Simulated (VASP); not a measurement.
CdF₂ (fluorite), at 0.96 of the tabulated volume:

```xyz
3
Lattice="0.0000 2.6586 2.6586 2.6586 0.0000 2.6586 2.6586 2.6586 0.0000" Properties=species:S:1:pos:R:3 pbc="T T T"
Cd     0.0000     0.0000     0.0000
F      1.3293     1.3293     1.3293
F      3.9879     3.9879     3.9879
```

The lowest empty band near Γ, direction [110], from mBJ (TB09) with spin-orbit coupling in VASP (PAW); its two spin partners are averaged. The gap over the points computed is 6.73 eV, and the next band on that side lies 9.61 eV away at the edge.

Numerical set-up: 520 eV cut-off, 8×8×8 Γ-centred mesh, Gaussian smearing of 0.050 eV, potentials Cd F.

| distance from the edge in k (1/Å) | distance in energy (meV) |
|---|---|
| 0.025 | 4.4 |
| 0.035 | 8.7 |
| 0.050 | 17.7 |
| 0.070 | 34.7 |

Question: Fit E(1 + αE) = ħ²k²/2m* (ħ²/2m0 = 3.810 eV Å²) and predict the row at 0.095 1/Å.

Answer: The rows don't resolve α, so a parabola serves: the electron mass is m* = 0.538 m0, and so 63.9 meV. The run gave 63.7 meV, -0.2 meV from the fit.

Left out are points under 3 meV from the edge, since the levels carry 0.1 meV, and points farther than half the way to the next band.

The compound is CdF2 in the fluorite structure. The cell was not relaxed at this level.
